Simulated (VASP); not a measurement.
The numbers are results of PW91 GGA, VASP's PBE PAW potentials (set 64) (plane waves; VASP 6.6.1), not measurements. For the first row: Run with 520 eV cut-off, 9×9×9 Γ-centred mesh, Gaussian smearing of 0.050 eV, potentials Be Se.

```csv
system,energy (eV/atom)
BeSe (zinc blende),-4.4498
Be atom,-0.0289
Se atom,-0.7841
```

Atoms are spin-polarised in a large box without symmetry, with the spin fixed by Hund's rule, and may not be in the lowest state of each functional; no zero-point energy is added.

### Question
What is the cohesive energy per atom of BeSe?

### Answer
The references average (1×(-0.0289) + 1×(-0.7841))/2 = -0.4065 eV, so the cohesive energy is -0.4065 − (-4.4498) = 4.043 eV/atom.
